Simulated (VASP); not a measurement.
An input for Quantum ESPRESSO's pw.x (written as the equivalent of a VASP run, and not itself run):

```
&CONTROL
  calculation = 'vc-relax'
  pseudo_dir = './pseudo'
  outdir = './out'
  tprnfor = .true.
  tstress = .true.
  nstep = 40
  forc_conv_thr = 0.00078
/
&SYSTEM
  ibrav = 0
  nat = 2
  ntyp = 2
  ecutwfc = 84
  occupations = 'smearing'
  smearing = 'gaussian'
  degauss = 0.003675
  input_dft = 'pbe'
/
&ELECTRONS
  conv_thr = 7.3e-08
  electron_maxstep = 100
/
&IONS
/
&CELL
  press = 50
/
ATOMIC_SPECIES
  Al 26.982 Al.upf
  As 74.922 As.upf
CELL_PARAMETERS angstrom
     0.0000000    2.8660342    2.8660342
     2.8660342    0.0000000    2.8660342
     2.8660342    2.8660342    0.0000000
ATOMIC_POSITIONS crystal
  Al   0.0000000  0.0000000  0.0000000
  As   0.2500000  0.2500000  0.2500000
K_POINTS automatic
  8 8 8 0 0 0
```

Question: Translate this input to VASP (INCAR, KPOINTS, POSCAR, choice of POTCAR).

Answer: This is not unique; one that fits is 
INCAR:
```
SYSTEM = AlAs
PREC = Accurate; ENCUT = 500; LREAL = .False.
LASPH = .True.
EDIFF = 1E-6; NELM = 100; ALGO = Normal
LMAXMIX = 4
ISMEAR = 0; SIGMA = 0.05
GGA = PE
IBRION = 2; NSW = 40; ISIF = 3
EDIFFG = -0.02; PSTRESS = 50
LWAVE = .False.; LCHARG = .False.
```

**POSCAR**
```
AlAs
1
    0.0000000000     2.8660342011     2.8660342011
    2.8660342011     0.0000000000     2.8660342011
    2.8660342011     2.8660342011     0.0000000000
Al As
1 1
Direct
  0.0000000000   0.0000000000   0.0000000000
  0.2500000000   0.2500000000   0.2500000000
```

File KPOINTS:
```
Automatic mesh
0
Gamma
8 8 8
0 0 0
```

POTCAR, in this order: Al As (PBE.64 set). Program: vasp_std.

Limits of the translation: the potentials are each code's own (VASP's PAW set, PseudoDojo norm-conserving files in pw.x), so ENCUT and ecutwfc are chosen apart and not converted; conv_thr bounds pw.x's estimated SCF error, while EDIFF bounds the energy change between steps; forc_conv_thr acts on force components and is met together with etot_conv_thr.

The compound is AlAs in the zinc blende structure. This run relaxes it under an external pressure of 5 GPa. Symmetry was kept, so distortions that lower it aren't found.
